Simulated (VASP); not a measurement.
Computed with LDA (Ceperley-Alder, Perdew-Zunger), VASP's LDA PAW potentials (set 64) (plane waves; VASP).

Input for VASP

### KPOINTS
```
Automatic mesh
0
Gamma
 6 6 6
0 0 0
```

**INCAR**
```
ISIF=2   # forces and stress, cell fixed
NELM=100   # most electronic steps
SIGMA=0.1   # width (eV)
SYSTEM=YAl3
ENCUT=300   # plane-wave cut-off (eV)
LASPH=.TRUE.
ALGO=Normal   # blocked Davidson
LREAL=.FALSE.   # projection in real space or not
LWAVE=.FALSE.
LCHARG=.FALSE.
LMAXMIX=4   # l cut-off of mixed one-centre charges
PREC=Accurate
EDIFF=1E-6   # SCF stop (eV)
ISMEAR=-1   # Fermi-Dirac
```

File POSCAR:
```
YAl3
1
    4.2044140000     0.0000000000     0.0000000000
    0.0000000000     4.2044140000     0.0000000000
    0.0000000000     0.0000000000     4.2044140000
Y Al
1 3
Direct
  0.0000000000   0.0000000000   0.0000000000
  0.0000000000   0.5000000000   0.5000000000
  0.5000000000   0.0000000000   0.5000000000
  0.5000000000   0.5000000000   0.0000000000
```

POTCAR, in this order: Y_sv Al (LDA.64 set). Program: vasp_std.

At this cut-off the stress carries a Pulay error, which pulls relaxed volumes low.

**Question.** Estimate the energy per atom (σ→0), pressure, band gap (on the k-mesh).

**Answer.** 
```
Quantity                                                     Value
------------------------  ----------------------------------------
energy per atom (σ→0)                               -5.346 eV/atom
band gap (on the k-mesh)  none (metal, semimetal or under 0.01 eV)
pressure                                                 -1.15 GPa
```

OSZICAR:
```
...
DAV:   7    -0.214168306379E+02    0.68604E-01   -0.49328E-01   820   0.398E+00    0.178E+00
DAV:   8    -0.214066187999E+02    0.10212E-01   -0.84820E-02   628   0.193E+00    0.341E-01
DAV:   9    -0.214064461002E+02    0.17270E-03   -0.65370E-03   780   0.498E-01    0.144E-01
DAV:  10    -0.214064319256E+02    0.14175E-04   -0.11509E-04   792   0.849E-02    0.650E-02
DAV:  11    -0.214064279272E+02    0.39984E-05   -0.77410E-05   756   0.540E-02    0.646E-02
DAV:  12    -0.214064261094E+02    0.18178E-05   -0.12524E-05   680   0.279E-02    0.550E-03
DAV:  13    -0.214064260367E+02    0.72750E-07   -0.13166E-06   508   0.824E-03
   1 F= -.21406426E+02 E0= -.21383472E+02  d E =-.459084E-01
```

The structure comes from a computed database's YAl3 entry (Pm-3m); how it stands against other phases isn't given here. The cell was not relaxed at this level.
